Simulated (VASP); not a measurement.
```yaml
crystal:
  lattice:
    - [3.00891, 0.00000, 0.00000]
    - [-1.50446, 2.60579, 0.00000]
    - [0.00000, 0.00000, 3.99797]
  atoms:
    - { symbol: Ta, position: [0.00000, 0.00000, 0.00000] }
    - { symbol: Si, position: [0.66667, 0.33333, 0.50000] }
```

Calculation: PBEsol GGA, VASP's PBE PAW potentials (set 64) (plane waves; VASP). Numerical set-up: 400 eV cut-off, 16×16×10 Γ-centred mesh, tetrahedra with Blöchl corrections, potentials Ta_pv Si.

Unless said otherwise, spin-orbit coupling is left out, though it shifts the bands of the heavy elements here.

Question: Tabulate the total density of states (states/eV per cell) against energy (eV; zero at the valence-band maximum or, without a gap, the Fermi level).

Answer: 
```
E (eV) | DOS (states/eV)
    -9.98 | #### 0.39
    -9.62 | #### 0.41
    -9.26 | ##### 0.43
    -8.90 | ##### 0.45
    -8.66 | ##### 0.46
    -8.30 | ##### 0.50
    -7.94 | ###### 0.57
    -7.58 | ######### 0.82
    -7.22 | ##### 0.48
    -6.86 | #### 0.35
    -6.50 | ## 0.19
    -6.14 | # 0.12
    -5.90 | ## 0.19
    -5.54 | ##### 0.50
    -5.18 | ######## 0.77
    -4.82 | ############## 1.26
    -4.46 | ############ 1.08
    -4.10 | ######### 0.80
    -3.74 | ######## 0.76
    -3.38 | ############################## 2.78
    -3.15 | ############## 1.32
    -2.79 | ########## 0.93
    -2.42 | ############ 1.15
    -2.06 | ############## 1.32
    -1.71 | ################ 1.52
    -1.34 | ############### 1.43
    -0.98 | ###################### 1.99
    -0.63 | ############ 1.14
    -0.39 | ########## 0.91
    -0.03 | ######## 0.76
     0.33 | ######### 0.84
     0.69 | ############ 1.16
     1.05 | ################## 1.66
     1.41 | ################ 1.44
     1.77 | ############### 1.39
     2.13 | ############## 1.28
     2.37 | ############ 1.15
     2.73 | ############ 1.09
     3.09 | ############# 1.16
     3.45 | ############### 1.38
```
Within 2 eV below the Fermi level the largest weight inside VASP's projection spheres is Ta d.

The structure was generated: TaSi was put into the WC type (P-6m2), which need not be its known phase. It was relaxed first, which changed the volume by -12 %. The electron count is odd and the run is not spin-polarised, which forces a metal.
